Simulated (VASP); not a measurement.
Given:

```yaml
crystal:
  lattice:
    - [0.00000, 2.00115, 2.00115]
    - [2.00115, 0.00000, 2.00115]
    - [2.00115, 2.00115, 0.00000]
  atoms:
    - { symbol: Al, position: [0.00000, 0.00000, 0.00000] }
```

Method: revTPSS meta-GGA, VASP's PBE PAW potentials (set 64) (plane waves; VASP). Run with 520 eV cut-off, 14×14×14 Γ-centred mesh, first-order Methfessel-Paxton smearing of 0.10 eV, potentials Al.

Question: Estimate the energy per atom (σ→0), band gap (on the k-mesh) with the smallest direct gap where there is one.

Answer: 
band gap (on the k-mesh): none (metal, semimetal or under 0.01 eV)
energy per atom (σ→0): -5.297 eV/atom

Only differences to runs with the same potentials and settings are physical.

The compound is Al in the fcc structure. It was relaxed first. The start is the result of an earlier pass.
